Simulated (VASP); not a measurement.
Set up this calculation in VASP 6.6.1, as the native input.

| Property | Result |
| --- | --- |
| Task | relaxation of cell and atoms |
| Functional | PBE |
| Potentials or basis | VASP PAW PBE potentials, release 64 (Na_pv, Se, Sc_sv) |
| Cutoff | 600 eV |
| k mesh | 6 × 6 × 4 |
| Occupations | fermi-dirac, width 0.02 eV |
| Spin | no spin polarisation |
| Dipole correction | no |
| Further INCAR settings | ALGO = Normal; EDIFF = 1e-06; IBRION = 2; EDIFFG = -0.005; NSW = 80; ISIF = 3 |

The structure of NaScSe2 lies in POSCAR:

```
NaScSe2
1.0
    4.1666952975      0.0000000000      0.0000000000
    0.0000000000      4.1666952975      0.0000000000
    0.0000000000      0.0000000000      5.8925970000
Na Se Sc
1 2 1
Direct
    0.0000000000      0.0000000000      0.0000000000
    0.0000000000      0.0000000000      0.5000000000
    0.5000000000      0.5000000000      0.0000000000
    0.5000000000      0.5000000000      0.5000000000
```

The cell was built by a generator and needn't be a form met in nature.

One way to write it, as run:

INCAR

```
ALGO = Normal
EDIFF = 1E-6
EDIFFG = -0.005
ENCUT = 600
GGA = PE
IBRION = 2
ISIF = 3
ISMEAR = -1
LASPH = True
LCHARG = False
LREAL = False
LWAVE = False
NELM = 100
NSW = 80
PREC = Accurate
SIGMA = 0.02
```

KPOINTS

```
k-points
0
Gamma
  6 6 4
```

Potentials or basis: VASP PAW PBE potentials, release 64 (Na_pv, Se, Sc_sv).

Run with:

```sh
$ cat potpaw_PBE.64/Na_pv/POTCAR potpaw_PBE.64/Se/POTCAR potpaw_PBE.64/Sc_sv/POTCAR > POTCAR
$ mpirun -np 1 vasp_std > vasp.out
```

It gave:

```json
{
 "Relaxed volume": "22.15 Å³/atom",
 "Relaxed cell": "a = 4.026 Å, b = 4.026 Å, c = 5.467 Å, α = 90.00°, β = 90.00°, γ = 90.00°",
 "Space group after relaxing (to 0.05 Å)": "P4/mmm (No. 123)",
 "Energy gained by relaxing": "87.0 meV/atom",
 "Ionic steps": "7",
 "Pressure after relaxing": "0.0 GPa",
 "Band gap on the k mesh": "none (metal or under the smearing width)"
}
```

Wall time 2.6 min on 1 thread of Intel(R) Xeon(R) 6975P-C (Granite Rapids), with other jobs on the host, peak memory 0.3 GiB.
